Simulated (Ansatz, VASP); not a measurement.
One calculation of LiBeF3, two programs

```xyz
5
Lattice="3.8468 0.0000 0.0000 0.0000 3.8468 0.0000 0.0000 0.0000 3.8468" Properties=species:S:1:pos:R:3 pbc="T T T"
Li    1.9234    1.9234    1.9234
Be    0.0000    0.0000    0.0000
F     0.0000    1.9234    1.9234
F     1.9234    0.0000    1.9234
F     1.9234    1.9234    0.0000
```

Alike in both runs: task single point; functional PBE; k mesh 4 × 4 × 4; occupations gaussian, width 0.1 eV; no spin polarisation.

|  | VASP | Ansatz |
| --- | --- | --- |
| version | VASP 6.6.1 | Ansatz 0.2.0 |
| potentials or method | VASP PAW PBE potentials, release 64 (Li_sv, Be, F) | scalar-relativistic, plane waves, PAW |
| plane-wave cutoff (eV) | 520 | 420 |
| valence electrons in the cell | 26 | 26 |

VASP gave:

```
gap on the k mesh at the Fermi level (eV) : 0.84
least direct gap on the mesh (eV)         : 1.08
```

Question: Estimate Ansatz's values.

Answer: gap on the k mesh at the Fermi level (eV): 0.86; least direct gap on the mesh (eV): 1.10.

With one functional, cell and mesh, what is left measures potentials, basis and numerics.

 A k mesh can miss the band edges.
